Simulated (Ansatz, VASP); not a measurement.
**Two plane-wave programs on Si2BiTe2**

```
Si Bi Te
1.0
     4.77783    0.00000    0.00000
     0.00000    4.77783    0.00000
     0.00000    0.00000    6.94496
Si Bi Te
2 1 2
Direct
  0.00000 0.50000 0.50000
  0.50000 0.00000 0.50000
  0.50000 0.50000 0.00000
  0.00000 0.00000 0.00000
  0.00000 0.00000 0.50000
```

Alike in both runs: task single point; functional PBE; k mesh 4 × 4 × 4; occupations gaussian, width 0.1 eV; no spin polarisation.

|  | VASP | Ansatz |
| --- | --- | --- |
| version | VASP 6.6.1 | Ansatz 0.2.0 |
| potentials or method | VASP PAW PBE potentials, release 64 (Si, Bi_d, Te) | scalar-relativistic, plane waves, PAW |
| plane-wave cutoff (eV) | 520 | 420 |
| valence electrons in the cell | 35 | 55 |

Ansatz gave:

```
gap on the k mesh at the Fermi level (eV)       : none
pressure (GPa)                                  : 4.8
largest component of the traceless stress (GPa) : 6.78
```

Task: Which values does VASP return?

Result: gap on the k mesh at the Fermi level (eV): none; pressure (GPa): 4.9; largest component of the traceless stress (GPa): 6.93.

A gap of «none» marks a metal or a gap that the smearing closes. The functional is the same, so the differences come from potentials, cutoffs and numerics. The two sets of potentials don't hold the same shells in valence.

Caveats: spin-orbit coupling is left out, which moves the levels of the heavy elements; this functional lacks dispersion, which binds the layers, so the pressure and a relaxed spacing across them are unreliable.
